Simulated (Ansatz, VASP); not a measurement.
# Zr (Zirconium) in two plane-wave programs, part 2 of 2

Aim: how closely do two programs agree when they are given the same cell, functional and k mesh? The structure shown is the end of the Ansatz relaxation below.

VASP 6.6.1 and Ansatz 0.2.0.

So far. Step 3 (VASP: single point, PBEsol, pair 1): The run ends at a pressure of -2.00 GPa.

## Step 6: VASP: single point, PBEsol, pair 2 (continued)

Level of this step: PBEsol; plane waves and PAW (Zr_sv) (VASP).

Numbers of over 12 decimals in the logs are rounded to 6 here.

OUTCAR, selected parts (step 6):

```text
  Total        0.0099926      0.0099926      1.1542557      0.0000000     -0.0000000      0.0000000
  in kB        0.3599679      0.3599679     41.5802563      0.0000000     -0.0000000      0.0000000
  external PRESSURE =      14.1000640 kB  Pullay stress =       0.0000000 kB

 POSITION                                       TOTAL-FORCE (eV/Angst)
 -----------------------------------------------------------------------------------
      0.00000      1.85697      1.24109         0.000000      0.000000      0.000000
      1.60818      0.92849      3.72327        -0.000000     -0.000000      0.000000
 -----------------------------------------------------------------------------------
    total drift:                               -0.000773      0.000324     -0.000015

  FREE ENERGIE OF THE ION-ELECTRON SYSTEM (eV)
  ---------------------------------------------------
  free  energy   TOTEN  =       -18.1438035828 eV

  energy  without entropy=      -18.1450677181  energy(sigma->0) =      -18.14422496

[... 1 part as in an earlier step ...]

[... 2 further parts left out ...]
[key lines of the parts left out:]
E-fermi :   9.4199
```

The run ends at a pressure of 1.41 GPa.

## Step 7: Differences

The two programs side by side:

| quantity | Ansatz | VASP | difference |
| --- | --- | --- | --- |
| pressure (GPa) | 1.37 | 1.41 | -0.04 |

## Step 8: Ansatz: relaxation, PBEsol

This run makes the geometry at which the two programs are then compared. The cell compared in this pair holds 44.33 Å³, against 44.48 Å³ for the pair before.

The structure compared here is the end of the Ansatz relaxation.

The input, input.yaml:

```yaml
crystal:
  lattice:
    - [3.2163701612, 0.0, 0.0]
    - [-1.6081850806, 2.7854582676, 0.0]
    - [0.0, 0.0, 4.9131754948]
  atoms:
    - { symbol: Zr, position: [0.3333335812, 0.6666664188, 0.25] }
    - { symbol: Zr, position: [0.6666664188, 0.3333335812, 0.75] }
kpoints:
  mp_grid: { grid: [15, 15, 8] }
hamiltonian:
  xc: pbesol
  pseudopotentials: { kind: paw, azcp: { folder: soft_1 }, xc_functional: pbe }
scf:
  occupations: { method: methfessel_paxton, width: 0.2 }
output:
  forces: true
  stress: true
  eigenvalues: true
relax:
  adjacent_minimum: "off"
  f_tol: 0.001
  max_steps: 60
  cell: { stress_tol: 0.01, fix: [c, angles] }
```

The run is started by

```sh
> ansatz run input.yaml --threads 4 --pin off --max-ram 10240MiB --backend cpu --events-out ev --progress --plain --runs-dir out
```

Log:

```text
[...]
Crystal: 2 atoms, lattice volume = 44.017 Å³
Basis set: ecut = 420 eV, 881 PW (Γ), exchange–correlation on 48×48×72 points (8 copies of the dense FFT grid, shifted against one another)
Bands: 16, of which v1, the nominal top of the filled ones, is band 12 counted from 1 (11 counted from 0)
Symmetry: 8 space group operations
k-points: 320 of 1800
[...]
k-point 319: bands = [... 8 lower, 11.6654, 11.6654, 13.6482, 13.6482, 16.3965, 16.3965, 16.7700, 16.7700]
--- Relaxed structure (3 steps of the walk, 3 accepted, 1 SCFs on fresh bases) ---
[...]
cell:  # Å, volume = 44.3268 Å³
    - [3.227653, 1.125026442301563e-18, 0]
    - [-1.613826, 2.795229, 0]
    - [0, 0, 4.9131754948]
  atoms:
    - { symbol: Zr, position: [0.333334, 0.666666, 0.250000] }
    - { symbol: Zr, position: [0.666666, 0.333334, 0.750000] }
[key lines of the parts left out:]
SCF converged after 5 iterations
Free energy (F): -8257.284835 eV
Fermi energy:    14.695335 eV
P = ⅓ Tr σ = 1.8357 GPa (18.357 kbar)
```

## Step 9: VASP: single point, PBEsol, pair 3

The same cell, functional, mesh and smearing now go to VASP, with its own data sets.

The input, INCAR:

```
SYSTEM = Zr
PREC = Accurate
ENCUT = 500
EDIFF = 1E-06
NELM = 120
ISMEAR = 1
SIGMA = 0.2
LREAL = .FALSE.
ALGO = Normal
GGA = PS
NBANDS = 18
LASPH = .TRUE.
LORBIT = 11
LWAVE = .FALSE.
LCHARG = .FALSE.
ISIF = 2
GGA_COMPAT = .FALSE.
KPAR = 2
```

The input, POSCAR:

```
Zr
1.0
    3.2276527677      0.0000000000      0.0000000000
   -1.6138263838      2.7952292914      0.0000000000
    0.0000000000      0.0000000000      4.9131754948
Zr
2
Direct
    0.3333337014      0.6666662986      0.2500000000
    0.6666662986      0.3333337014      0.7500000000
```

The input, KPOINTS:

```
Automatic mesh
0
Gamma
15 15 8
0 0 0
```

PAW data sets: Zr_sv (PBE family, release 64).

The run is started by

```sh
> mpirun -np 2 vasp_std
```

Log:

```text
[... set-up lines as in an earlier step ...]
 entering main loop
       N       E                     dE             d eps       ncg     rms          rms(c)
DAV:   1     0.210987423077E+03    0.21099E+03   -0.13122E+04  4868   0.129E+03
DAV:   2    -0.312748753226E+01   -0.21411E+03   -0.21060E+03  5724   0.377E+02
DAV:   3    -0.185398816813E+02   -0.15412E+02   -0.15275E+02  8750   0.737E+01
DAV:   4    -0.188940571829E+02   -0.35418E+00   -0.35369E+00  5642   0.120E+01
[...]
DAV:  10    -0.181298377639E+02    0.27982E-04   -0.46165E-05  7084   0.427E-02    0.240E-02
DAV:  11    -0.181298376545E+02    0.10942E-06   -0.10061E-05  5452   0.372E-02    0.274E-03
DAV:  12    -0.181298375895E+02    0.65038E-07   -0.29026E-07  3028   0.392E-03
   1 F= -.18129838E+02 E0= -.18130268E+02  d E =0.129257E-02
```

OUTCAR, selected parts (step 9):

```text
  Total        0.0095439      0.0095439      1.5431052      0.0000000      0.0000000      0.0000000
  in kB        0.3449622      0.3449622     55.7750009      0.0000000      0.0000000      0.0000000
  external PRESSURE =      18.8216418 kB  Pullay stress =       0.0000000 kB

 POSITION                                       TOTAL-FORCE (eV/Angst)
 -----------------------------------------------------------------------------------
      0.00000      1.86349      1.22829        -0.000000      0.000000      0.000000
      1.61382      0.93174      3.68488         0.000000      0.000000      0.000000
 -----------------------------------------------------------------------------------
    total drift:                               -0.001068      0.000617     -0.000023

  FREE ENERGIE OF THE ION-ELECTRON SYSTEM (eV)
  ---------------------------------------------------
  free  energy   TOTEN  =       -18.1298375895 eV

  energy  without entropy=      -18.1311301571  energy(sigma->0) =      -18.13026845

[... 1 part as in an earlier step ...]

[... 2 further parts left out ...]
[key lines of the parts left out:]
E-fermi :   9.4597
```

The run ends at a pressure of 1.88 GPa.

## Step 10: Side by side

Compared:

| quantity | Ansatz | VASP | difference |
| --- | --- | --- | --- |
| pressure (GPa) | 1.84 | 1.88 | -0.05 |

## Step 11: Results

| Property | Result |
| --- | --- |
| difference in pressure (single point, PBEsol, pair 1) | -0.041 GPa |
| difference in pressure (single point, PBEsol, pair 2) | -0.045 GPa |
| difference in pressure (single point, PBEsol, pair 3) | -0.046 GPa |

What this shows: The difference in pressure is -0.046 GPa (single point, PBEsol, pair 3), within the 1 GPa picked in this series as the mark of a large difference. 13 further runs of this series are not shown here. How closely two codes agree says nothing of how well the functional describes the real material.

[Lines on the potential files, build, host, timing and source positions are cut from VASP's logs without a mark.]

[Logs are printed without paths, hosts, clocks, repeated set-up lines and the standing remarks that a program may print on its own settings, such as how far it seeks lower states.]

[Hosts, paths, dates, database ids (printed as entryN), source tags and the programs' standing remarks are cut or masked in the printed files.]
